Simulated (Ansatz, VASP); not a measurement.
**BaTiO3 in two plane-wave programs**

Wanted: the spread between two codes on one cell, functional and k mesh. The two relaxations start from unlike cells of this crystal (the structure described is Ansatz's start), so only their ends are compared.

Main program and level: Ansatz 0.2.0; plane waves, with VASP 6.6.1 beside it; relaxation of cell and atoms at LDA.

## (1) The starting structure

It takes space group Amm2 (No. 38, orthorhombic). Conventional cell: a = 3.924 Å, b = 5.588 Å, c = 5.598 Å, α = 90.00°, β = 90.00°, γ = 90.00°. Nearest to Ba lie 12 O at 2.73 to 2.86 Å. Nearest to Ti lie 6 O at 1.88 to 2.08 Å. O has 2 Ti at 1.88 to 2.08 Å and 4 Ba at 2.76 to 2.82 Å nearest. Nearest to O lie 2 Ti at 1.97 Å and 4 Ba at 2.73 to 2.86 Å. Farther neighbours and most contacts between anions are not listed.

## (2) Ansatz: relaxation of cell and atoms, LDA, pair 1

Ansatz runs on its PAW soft_1 files.

The relaxed volume is the usual yardstick between codes: in a stiff, nearly cubic crystal its relative difference is about their pressure difference at one cell divided by the bulk modulus.

The input, input.yaml:

```yaml
crystal:
  lattice:
    - [3.9241362764, 0.0, 0.0]
    - [0.0, 2.7940947646, 2.7990009633]
    - [0.0, -2.7940947646, 2.7990009633]
  atoms:
    - { symbol: Ba, position: [0.0, 0.9971443211, 0.9971443211] }
    - { symbol: Ti, position: [0.5, 0.5071414575, 0.5071414575] }
    - { symbol: O, position: [0.5, 0.4866165973, 0.9808658754] }
    - { symbol: O, position: [0.5, 0.9808658754, 0.4866165973] }
    - { symbol: O, position: [0.0, 0.4854104554, 0.4854104554] }
kpoints:
  mp_grid: { grid: [8, 8, 8] }
hamiltonian:
  xc: lda
  pseudopotentials: { kind: paw, azcp: { folder: soft_1 }, xc_functional: pbe }
scf:
  occupations: { method: fixed }
output:
  forces: true
  stress: true
  eigenvalues: true
relax:
  adjacent_minimum: "off"
  f_tol: 0.001
  max_steps: 60
  cell: { stress_tol: 0.01 }
```

The run is started by

```sh
ansatz run input.yaml --threads 4 --pin off --max-ram 10240MiB --backend cpu --events-out ev --progress --plain --runs-dir out
```

Numbers of over 12 decimals in the logs are rounded to 6 here.

Output:

```text
Engine: ansatz 0.2.0, aarch64-unknown-linux-gnu
Pseudopotentials: kind: paw
Pseudopotential: Ba, paw, valence charge 10, recommended cutoff 420 eV (normal), soft_1/Ba.paw.azcp
Pseudopotential: Ti, paw, valence charge 12, recommended cutoff 420 eV (normal), soft_1/Ti.paw.azcp
Pseudopotential: O, paw, valence charge 6, recommended cutoff 420 eV (normal), soft_1/O.paw.azcp
Functional definition: SPW92
  exchange = slater_x
  correlation = pw_c
Crystal: 5 atoms, lattice volume = 61.379 Å³
Basis set: ecut = 420 eV, 1213 PW (Γ)
Bands: 25, of which v1, the nominal top of the filled ones, is band 20 counted from 1 (19 counted from 0)
Symmetry: 4 space group operations
Space group: Amm2 (ITA 38), of the structure as read, at distance tolerance 3.9e-5 Å
k-points: 105 of 512 (time reversal used)
Non-local potential: Ba, projectors of the file, l = 0: 3, l = 1: 2, l = 2: 2, l = 3: 2
Non-local potential: Ti, projectors of the file, l = 0: 3, l = 1: 2, l = 2: 3, l = 3: 1
Non-local potential: O, projectors of the file, l = 0: 2, l = 1: 2, l = 2: 1
PAW form: soft (Blöchl's): semilocal exchange-correlation on the pseudo side does not see the compensation charge
PAW frozen core: Ba, regenerated for the run's functional, and the local potential with it (the file was generated under x = pbe(κ = 0.804, μ = 0.219515), c = pbe(β = 0.066725))
PAW frozen core: Ti, regenerated for the run's functional, and the local potential with it (the file was generated under x = pbe(κ = 0.804, μ = 0.219515), c = pbe(β = 0.066725))
PAW frozen core: O, regenerated for the run's functional, and the local potential with it (the file was generated under x = pbe(κ = 0.804, μ = 0.219515), c = pbe(β = 0.066725))
PAW one-centre angular grid: Ba, 194 points (default); XC on 64 Gauss nodes
PAW one-centre angular grid: Ti, 590 points (default); XC on 64 Gauss nodes
PAW one-centre angular grid: O, 110 points (default); XC on 64 Gauss nodes
Initial density: superposition of atomic densities (chi_scale 0.1, normalization cell, long waves kept (reshape's long-wave potential 0.00 eV rms))
Initial wavefunctions: pseudopotential atomic-orbital guess
Functional: x = slater, c = lda
SCF iter   1: F=—  HF=-9905.106991 eV  |F-HF|=—  |Δ(HF+E_count)|=         —  Δρ=5.42e-2  dr2=1.87e0  ethr=3.10e-3  ⟨swp⟩=4.8  Hψ=10171  notcnv=0  defer=222
preconditioner: auto → Resta (q_TF=auto, 2.540 Å⁻¹)  ε∞=5.3  [insulator: Δε(μ)=2.363 eV  Ē_g=12.946 eV  n_scr=18 (ndim 8)  ℏωp=26.8 eV  f_vac=0.000  ε∞_Penn≈5.3]
SCF iter   2: F=—  HF=-9904.730409 eV  |F-HF|=—  |Δ(HF+E_count)|=   3.77e-1  Δρ=2.30e-2  dr2=4.13e-1  ethr=3.10e-3  ⟨swp⟩=2.7  Hψ=5254  notcnv=0  defer=118
SCF iter   3: F=—  HF=-9904.653001 eV  |F-HF|=—  |Δ(HF+E_count)|=   7.74e-2  Δρ=9.35e-3  dr2=5.26e-2  ethr=1.03e-3  ⟨swp⟩=2.0  Hψ=4501  notcnv=0  defer=225
SCF iter   4: F=—  HF=-9904.648972 eV  |F-HF|=—  |Δ(HF+E_count)|=   4.03e-3  Δρ=8.84e-3  dr2=4.80e-2  ethr=1.31e-4  ⟨swp⟩=2.8  Hψ=4711  notcnv=0  defer=234
SCF iter   5: F=—  HF=-9904.639900 eV  |F-HF|=—  |Δ(HF+E_count)|=   9.07e-3  Δρ=1.36e-3  dr2=8.25e-4  ethr=1.20e-4  ⟨swp⟩=2.0  Hψ=3943  notcnv=0  defer=248
SCF iter   6: F=—  HF=-9904.640021 eV  |F-HF|=—  |Δ(HF+E_count)|=   1.22e-4  Δρ=2.32e-4  dr2=2.75e-5  ethr=2.06e-6  ⟨swp⟩=2.3  Hψ=3757  notcnv=0  defer=248
SCF iter   7: F=—  HF=-9904.640025 eV  |F-HF|=—  |Δ(HF+E_count)|=   3.80e-6  Δρ=2.01e-4  dr2=1.97e-5  ethr=6.88e-8  ⟨swp⟩=2.0  Hψ=4124  notcnv=0  defer=117
SCF iter   8: F=—  HF=-9904.640021 eV  |F-HF|=—  |Δ(HF+E_count)|=   3.70e-6  Δρ=2.74e-5  dr2=3.66e-7  ethr=4.93e-8  ⟨swp⟩=2.0  Hψ=3866  notcnv=0  defer=117
SCF iter   9: F=-9904.640021 eV  HF=-9904.640021 eV  |F-HF|=4.33e-10  |Δ(HF+E_count)|=   5.06e-8  Δρ=4.60e-6  dr2=9.05e-9  ethr=2.50e-10  ⟨swp⟩=9.9  Hψ=14052  notcnv=0
SCF 1 converged in 9 iterations: F = -9904.640021 eV  dr2 = 9.05e-9
  greatest PAW one-centre occupation: 0.998 electrons in one spin orbital (limit 2), on the Ti atom at site 1 (counted from 0), in its partial waves of l = 0
relax step   1: F+E_penalty+E_count = -9904.64002122 eV  Δ(F+E_penalty+E_count) = +0.000e0 eV  max|allowed force component| = 7.034e-3 eV/Å  Δτ_max = 0.0000 Å  P = +0.016 GPa  Ω = 61.379 Å³  (9 SCF iters, dr2 threshold 1.00e-7 eV, accepted)
[...]
relax step   4: F+E_penalty+E_count = -9904.64001508 eV  Δ(F+E_penalty+E_count) = -3.907e-7 eV  max|allowed force component| = 1.193e-3 eV/Å  Δτ_max = 0.0000 Å  P = +0.000 GPa  Ω = 61.382 Å³  energy of the carried Pulay correction = -9.781e-6 eV  (4 SCF iters, dr2 threshold 1.37e-10 eV, accepted)
[...]
relax step   5: F+E_penalty+E_count = -9904.64001665 eV  Δ(F+E_penalty+E_count) = -1.569e-6 eV  max|allowed force component| = 1.287e-4 eV/Å  Δτ_max = 0.0002 Å  P = -0.006 GPa  Ω = 61.381 Å³  energy of the carried Pulay correction = -8.399e-6 eV  (6 SCF iters, dr2 threshold 8.90e-11 eV, accepted)
[...]
relax step   6: F+E_penalty+E_count = -9904.64002948 eV  Δ(F+E_penalty+E_count) = -1.283e-5 eV  max|allowed force component| = 6.410e-5 eV/Å  Δτ_max = 0.0001 Å  P = +0.004 GPa  Ω = 61.378 Å³  energy of the carried Pulay correction = +4.376e-6 eV  (4 SCF iters, dr2 threshold 2.86e-10 eV, accepted)
[...]
relax step   7: F+E_penalty+E_count = -9904.64002182 eV  Δ(F+E_penalty+E_count) = +7.659e-6 eV  max|allowed force component| = 6.248e-5 eV/Å  Δτ_max = 0.0000 Å  P = +0.003 GPa  Ω = 61.378 Å³  stress off target by 6.74e-3 GPa  SCF on the basis re-selected at this cell (its energy is not comparable with the rows above)  (6 SCF iters)
basis re-selected at this cell: Δ(F+E_penalty+E_count) = +7.659e-6 eV, ΔP = -0.000 GPa vs the last step (what re-selecting the basis moved, of the pressure what is left beyond the Pulay correction that the steps carried, after the strain that the cell walked since its last selection, with what the two solves' SCF thresholds leave and, on support functions, any second-order correction that the steps lacked; it is no m [...]
SCF converged after 6 iterations
Free energy (F): -9904.640022 eV
Harris-Foulkes:  -9904.640022 eV  (|F-HF|=0.00e0)
Internal energy: -9904.640022 eV  (E = F + TS)
E sigma→0 (E₀):  -9904.640022 eV
Fermi energy:    10.516615 eV
--- Per-component energies (eV) ---
  E_band       = -125.041096
  E_kinetic    = 946.880429
  E_local      = -2134.427876  (includes V_loc(G=0)·N_el)
  E_nonlocal   = 321.385488
  E_hartree    = 820.323291
  E_xc         = -527.432628
  E_vxc        = -551.075248  (∫ρ·V_xc dr)
  E_paw        = -6474.050874  (= ΣΔE_a)
  E_vpaw       = -348.452714  (= ΣTr[D̂ρ^β])
  E_aug_tail   = 0.002233  (compensation charges beyond the density's cutoff)
  E_ewald      = -2858.219320
  E_core_change = 0.899235  (= ΣΔE_core)
  E_smearing   = -0.000000  (= −TS)
  E_closure    = -0.000000  (closes the sum)
  Σ components = -9904.640022   (vs F -9904.640022, Δ=0.00e0)
--- Forces (eV/Å), atoms counted from 1 ---
  atom   1  Ba     0.00000000     0.00000000    -0.00005533
  atom   2  Ti     0.00000000     0.00000000     0.00005172
  atom   3  O      0.00000000    -0.00006050     0.00003892
  atom   4  O      0.00000000     0.00006050     0.00003892
  atom   5  O      0.00000000     0.00000000    -0.00003847
  max |Σ_I F_I| component: 3.58e-5 eV/Å
--- Stress (GPa, compression-positive) ---
        0.001329       0.000000       0.000000
        0.000000       0.006736       0.000000
        0.000000       0.000000       0.002302
  P = ⅓ Tr σ = 0.0035 GPa (0.035 kbar)
--- Band table (eV; the first three rows and the last of 105) ---
  k-point 0: bands = [... 16 lower, 9.2974, 10.2566, 10.2646, 10.3379, 12.5486, 12.6794, 12.7383, 15.0675, ... 1 higher]
  k-point 1: bands = [... 16 lower, 9.1787, 9.9360, 10.1663, 10.2530, 12.6197, 12.9278, 12.9713, 15.0761, ... 1 higher]
  k-point 2: bands = [... 16 lower, 8.8958, 9.3100, 9.9654, 10.0543, 12.6730, 13.5593, 13.5614, 15.0769, ... 1 higher]
  k-point 104: bands = [... 16 lower, 8.2203, 10.4324, 10.5066, 10.5166, 15.0478, 15.0689, 15.1219, 17.3963, ... 1 higher]
--- Relaxed structure (6 steps of the walk, 6 accepted, 1 SCFs on fresh bases) ---
  F+E_penalty+E_count = -9904.64002182 eV   max|allowed force component| = 6.248e-5 eV/Å   (the final SCF, on the basis selected at the relaxed cell)
  cell:  # Å, volume = 61.3775 Å³
    - [3.924151, 0.0, 0.0]
    - [0.0, 2.794036, 2.798992]
    - [0.0, -2.794036, 2.798992]
  atoms:
    - { symbol: Ba, position: [0, 0.997136, 0.997136] }
    - { symbol: Ti, position: [0.5, 0.507129, 0.507129] }
    - { symbol: O, position: [0.5, 0.486530, 0.980974] }
    - { symbol: O, position: [0.5, 0.980974, 0.486530] }
    - { symbol: O, position: [0, 0.485409, 0.485409] }
```

In the SCF lines HF is the Harris–Foulkes energy and dr2 the Hartree energy of the density residual, in eV; the loop may stop once dr2 is under the threshold and the program's other checks hold. Hψ counts applications of the Hamiltonian.

[end of part 1 of 3]

[Lines on the potential files, build, host, timing and source positions are cut from VASP's logs without a mark.]

[Logs are printed without paths, hosts, clocks, repeated set-up lines and the standing remarks that a program may print on its own settings, such as how far it seeks lower states.]

[Hosts, paths, dates, database ids (printed as entryN), source tags and the programs' standing remarks are cut or masked in the printed files.]
